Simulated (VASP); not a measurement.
```xyz
12
Lattice="4.2426 0.0000 0.0000 -4.2426 4.2426 0.0000 0.0000 0.0000 26.5000" Properties=species:S:1:pos:R:3 pbc="T T T"
Al     2.2067     0.0292    10.9997
Al    -0.0438     2.1108    10.9659
Al    -0.0284     2.1807     8.0389
Al     2.1996    -0.0165     8.0641
Al     2.2449    -0.1001    17.0762
Al     0.0938     2.1412    16.9816
Al    -0.1132     2.0792    13.9428
Al     2.0286     0.1176    14.0335
Au     0.0095     0.0070    12.4426
Au     2.0401     1.9836     9.5963
Au     0.0152     0.0902    18.4466
Au     2.0749     2.1050    15.4117
```

The numbers are results of revPBE GGA, VASP's PBE PAW potentials (set 64) (plane waves; VASP), not measurements. Settings: 300 eV cut-off, 7×5×1 Γ-centred mesh, Gaussian smearing of 0.10 eV, potentials Al Au.

At this cut-off the stress carries a Pulay error, which pulls relaxed volumes low. The cell holds a wide vacuum, so values per volume refer to the whole cell.

Task: Which forces act on the atoms, in eV/Å?

Result: 
| atom | Fx | Fy | Fz |
|---|---|---|---|
| Al1 | -0.644 | -1.048 | 0.417 |
| Al2 | 0.022 | 0.194 | 0.232 |
| Al3 | -0.066 | 0.013 | -0.273 |
| Al4 | -0.046 | -0.427 | -0.426 |
| Al5 | -0.735 | 0.365 | -0.126 |
| Al6 | -0.437 | 0.084 | 0.214 |
| Al7 | 0.437 | 0.480 | -0.014 |
| Al8 | 0.289 | -1.173 | -0.614 |
| Au9 | 0.049 | -0.349 | 0.593 |
| Au10 | 0.323 | 1.423 | -0.915 |
| Au11 | 0.558 | -0.230 | -0.092 |
| Au12 | 0.252 | 0.669 | 1.004 |

Task: Give the stress tensor in GPa (positive for a compressed cell).

Result: 
```
 2.06  -0.01   0.10
-0.01   1.90   0.17
 0.10   0.17   2.06
```
The pressure is its mean diagonal, 2.00 GPa.

The cell is a sheet with vacuum, built from a generated structure.
